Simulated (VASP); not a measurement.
# LaBe (Fm-3m) in VASP: further runs, part 2 of 2

VASP 6.6.1.

## Step 3: Relaxation of cell and atoms, PBE (random cell by space group and Wyckoff sites (Fm-3m, No. 225))

File INCAR:

```
SYSTEM = LaBe
PREC = Accurate ; ENCUT = 600
EDIFF = 1E-7 ; ISMEAR = 0
SIGMA = 0.1 ; LREAL = .FALSE.
LASPH = .TRUE. ; NELM = 60
ALGO = Normal ; ISIF = 3
LWAVE = .FALSE. ; LCHARG = .FALSE.
GGA = PE ; IBRION = 2
NSW = 100 ; EDIFFG = -0.01
```

File KPOINTS:

```
Automatic mesh
0
G
  16 16 16
  0 0 0
```

File POSCAR:

```
LaBe
1.0
    0.0000000000      3.0268581519      3.0268581519
    3.0268581519      0.0000000000      3.0268581519
    3.0268581519      3.0268581519      0.0000000000
La Be
1 1
Direct
    0.5000000000      0.5000000000      0.5000000000
    0.0000000000      0.0000000000      0.0000000000
```

Potentials or basis: VASP PAW PBE potentials, release 64 (La, Be).

Launch:

```
$ cat potpaw_PBE.64/La/POTCAR potpaw_PBE.64/Be/POTCAR > POTCAR
$ mpirun -np 1 vasp_std > vasp.out
```

OUTCAR:

```text
SYSTEM = LaBe
   PREC = Accurate
   ENCUT = 600
   EDIFF = 1E-7
   ISMEAR = 0
   LREAL = .FALSE.
   LASPH = .TRUE.
   NELM = 60
   ISIF = 3
   GGA = PE
   IBRION = 2
   NSW = 100
   EDIFFG = -0.01

 ion  position               nearest neighbor table
   1  0.500  0.500  0.500-   2 3.03   2 3.03   2 3.03   2 3.03   2 3.03   2 3.03
   2  0.000  0.000  0.000-   1 3.03   1 3.03   1 3.03   1 3.03   1 3.03   1 3.03

  LATTYP: Found a face centered cubic cell.
 ALAT       =     6.0537163038

  Lattice vectors:

 A1 = (   0.0000000000,   3.0268581519,   3.0268581519)
 A2 = (   3.0268581519,   0.0000000000,   3.0268581519)
 A3 = (   3.0268581519,   3.0268581519,   0.0000000000)

Analysis of symmetry for initial positions (statically):
=====================================================================
 Subroutine PRICEL returns:
 Original cell was already a primitive cell.

 Routine SETGRP: Setting up the symmetry group for a
 face centered cubic supercell.

 Subroutine GETGRP returns: Found 48 space group operations
 (whereof 48 operations were pure point group operations)
 out of a pool of 48 trial point group operations.

The static configuration has the point symmetry O_h .

Analysis of symmetry for dynamics (positions and initial velocities):
=====================================================================
 Subroutine PRICEL returns:
 Original cell was already a primitive cell.

 Routine SETGRP: Setting up the symmetry group for a
 face centered cubic supercell.

 Subroutine GETGRP returns: Found 48 space group operations
 (whereof 48 operations were pure point group operations)
 out of a pool of 48 trial point group operations.

The dynamic configuration has the point symmetry O_h .

 Subroutine INISYM returns: Found 48 space group operations
 (whereof 48 operations are pure point group operations),
 and found     1 'primitive' translations

----------------------------------------------------------------------------------------

                                     Primitive cell

  volume of cell :      55.4634

  direct lattice vectors                    reciprocal lattice vectors
     0.000000000  3.026858152  3.026858152    -0.165187787  0.165187787  0.165187787
     3.026858152  0.000000000  3.026858152     0.165187787 -0.165187787  0.165187787
     3.026858152  3.026858152  0.000000000     0.165187787  0.165187787 -0.165187787

  length of vectors
     4.280623850  4.280623850  4.280623850     0.286113640  0.286113640  0.286113640

  position of ions in fractional coordinates (direct lattice)
     0.500000000  0.500000000  0.500000000
     0.000000000  0.000000000  0.000000000

  ion indices of the primitive-cell ions
   primitive index   ion index
                 1           1
                 2           2

[... 109 lines left out ...]
   NGX = 17   NGY = 17   NGZ = 17

--------------------------------------- Ionic step        1  -------------------------------------------

 number of electron      13.0000000 magnetization

 Free energy of the ion-electron system (eV)
  ---------------------------------------------------
  ext. energy  EPLUGINS =         0.00000000
  ---------------------------------------------------
  free energy    TOTEN  =        -7.32398989 eV

  energy without entropy =       -7.28487802  energy(sigma->0) =       -7.30443396

------------------------ aborting loop because EDIFF is reached ----------------------------------------

  FORCE on cell =-STRESS in cart. coord.  units (eV):
  Direction    XX          YY          ZZ          XY          YZ          ZX
  --------------------------------------------------------------------------------------
  -------------------------------------------------------------------------------------
  Total        0.0652456      0.0652456      0.0652456      0.0000000      0.0000000      0.0000000
  in kB        1.8847569      1.8847569      1.8847569      0.0000000      0.0000000      0.0000000
  external PRESSURE =       1.8847569 kB  Pullay stress =       0.0000000 kB

 VOLUME and BASIS-vectors are now :
 -----------------------------------------------------------------------------
  energy-cutoff  :      600.00
  volume of cell :       55.46
      direct lattice vectors                 reciprocal lattice vectors
     0.000000000  3.026858152  3.026858152    -0.165187787  0.165187787  0.165187787
     3.026858152  0.000000000  3.026858152     0.165187787 -0.165187787  0.165187787
     3.026858152  3.026858152  0.000000000     0.165187787  0.165187787 -0.165187787

 POSITION                                       TOTAL-FORCE (eV/Angst)
 -----------------------------------------------------------------------------------
      3.02686      3.02686      3.02686         0.000000      0.000000      0.000000
      0.00000      0.00000      0.00000        -0.000000     -0.000000     -0.000000
 -----------------------------------------------------------------------------------
    total drift:                                0.000000      0.000000      0.000000

  FREE ENERGIE OF THE ION-ELECTRON SYSTEM (eV)
  ---------------------------------------------------
  free  energy   TOTEN  =        -7.3239898898 eV

  energy  without entropy=       -7.2848780208  energy(sigma->0) =       -7.30443396

--------------------------------------- Ionic step        2  -------------------------------------------

 number of electron      13.0000000 magnetization

 Free energy of the ion-electron system (eV)
  ---------------------------------------------------
  ext. energy  EPLUGINS =         0.00000000
  ---------------------------------------------------
  free energy    TOTEN  =        -7.32416427 eV

  energy without entropy =       -7.28499841  energy(sigma->0) =       -7.30458134

 E-fermi :   5.3756     XC(G=0):  -9.0197

 val. band max:        5.3753706802   @ k =  -0.3125   0.1875   0.0000
 cond. band min:       5.3780886492   @ k =   0.5000   0.2500   0.0000
 fundamental gap:      0.0027179689
 Fermi energy:         5.3755537999

 k-point     1 :       0.0000    0.0000    0.0000
  band No.  band energies     occupation
      1     -27.1769      2.00000
      2     -10.6570      2.00000
      3     -10.6570      2.00000
      4     -10.6570      2.00000
      5       0.7259      2.00000
      6       6.7651      0.00000
      7       6.7651      0.00000
      8       6.7651      0.00000
      9       6.9376      0.00000
     10       6.9376      0.00000
[... 287 lines left out ...]
 k-point    24 :      -0.0625    0.0625    0.0000
  band No.  band energies     occupation
      1     -27.1731      2.00000
      2     -10.7016      2.00000
      3     -10.6698      2.00000
      4     -10.6586      2.00000
      5       0.9009      2.00000
      6       6.3919      0.00000
      7       6.4137      0.00000
      8       6.5002      0.00000
      9       6.9594      0.00000
     10       6.9859      0.00000

 [... further k-points ...]

------------------------ aborting loop because EDIFF is reached ----------------------------------------

  FORCE on cell =-STRESS in cart. coord.  units (eV):
  Direction    XX          YY          ZZ          XY          YZ          ZX
  --------------------------------------------------------------------------------------
  -------------------------------------------------------------------------------------
  Total        0.0101884      0.0101884      0.0101884      0.0000000     -0.0000000      0.0000000
  in kB        0.2929296      0.2929296      0.2929296      0.0000000     -0.0000000      0.0000000
  external PRESSURE =       0.2929296 kB  Pullay stress =       0.0000000 kB

 VOLUME and BASIS-vectors are now :
 -----------------------------------------------------------------------------
  energy-cutoff  :      600.00
  volume of cell :       55.73
      direct lattice vectors                 reciprocal lattice vectors
     0.000000000  3.031621850  3.031621850    -0.164928222  0.164928222  0.164928222
     3.031621850  0.000000000  3.031621850     0.164928222 -0.164928222  0.164928222
     3.031621850  3.031621850  0.000000000     0.164928222  0.164928222 -0.164928222

 POSITION                                       TOTAL-FORCE (eV/Angst)
 -----------------------------------------------------------------------------------
      3.03162      3.03162      3.03162         0.000000     -0.000000     -0.000000
      3.03162      6.06324      3.03162        -0.000000      0.000000      0.000000
 -----------------------------------------------------------------------------------
    total drift:                                0.000000      0.000000      0.000000

  FREE ENERGIE OF THE ION-ELECTRON SYSTEM (eV)
  ---------------------------------------------------
  free  energy   TOTEN  =        -7.3241642672 eV

  energy  without entropy=       -7.2849984072  energy(sigma->0) =       -7.30458134

 reached required accuracy - stopping structural energy minimisation
```

OSZICAR:

```text
N       E                     dE             d eps       ncg     rms          rms(c)
DAV:   1     0.121332815058E+03    0.12133E+03   -0.53120E+03  2900   0.172E+03
DAV:   2     0.137160230413E+01   -0.11996E+03   -0.11856E+03  4644   0.236E+02
DAV:   3    -0.662674202440E+01   -0.79983E+01   -0.78558E+01  4036   0.970E+01
[... 14 lines left out ...]
DAV:   3    -0.732417558899E+01    0.26013E-03   -0.18034E-03  4874   0.449E-01    0.173E-02
DAV:   4    -0.732416700259E+01    0.85864E-05   -0.11054E-04  5594   0.108E-01    0.112E-02
DAV:   5    -0.732416729519E+01   -0.29261E-06   -0.10442E-05  5112   0.312E-02    0.769E-03
DAV:   6    -0.732416422385E+01    0.30713E-05   -0.10501E-05  4674   0.399E-02    0.142E-03
DAV:   7    -0.732416426724E+01   -0.43387E-07   -0.17944E-07  4540   0.407E-03
   2 F= -.73241643E+01 E0= -.73045813E+01  d E =-.174377E-03
```

CONTCAR:

```text
LaBe
   1.00000000000000
     0.0000000000000000    3.0316218498553305    3.0316218498553305
     3.0316218498553305    0.0000000000000000    3.0316218498553305
     3.0316218498553305    3.0316218498553305    0.0000000000000000
  La              Be
     1     1
Direct
     0.5000000000000000    0.5000000000000000    0.5000000000000000
     1.0000000000000000    0.0000000000000000    1.0000000000000000

  0.00000000E+00  0.00000000E+00  0.00000000E+00
  0.00000000E+00  0.00000000E+00  0.00000000E+00
```

Wall time 3.4 min (1 thread of Intel Xeon Platinum 8488C (Sapphire Rapids), shared host); peak memory 0.33 GiB.

Results:

| Item | Value |
| --- | --- |
| Free energy | -7.3242 eV |
| Relaxed volume | 27.86 Å³/atom |
| Relaxed cell | a = 4.287 Å, b = 4.287 Å, c = 4.287 Å, α = 60.00°, β = 60.00°, γ = 60.00° |
| Space group after relaxing (to 0.05 Å) | Fm-3m (No. 225) |
| Energy gained by relaxing | 0.1 meV/atom |
| Ionic steps | 2 |
| Pressure after relaxing | 0.0 GPa |
| Band gap on the k mesh | none (metal or under the smearing width) |

Step by step:
| step | energy change (eV) | largest force (eV/Å) | pressure (GPa) | volume (Å³) |
| --- | --- | --- | --- | --- |
| 1 | 0.0000 | 0.0000 | 0.19 | 55.46 |
| 2 | -0.0002 | 0.0000 | 0.03 | 55.73 |

Final structure:
```
CELL_PARAMETERS angstrom
0.00000 3.03162 3.03162
3.03162 0.00000 3.03162
3.03162 3.03162 0.00000
ATOMIC_POSITIONS crystal
La 0.50000 0.50000 0.50000
Be 0.00000 0.00000 0.00000
```
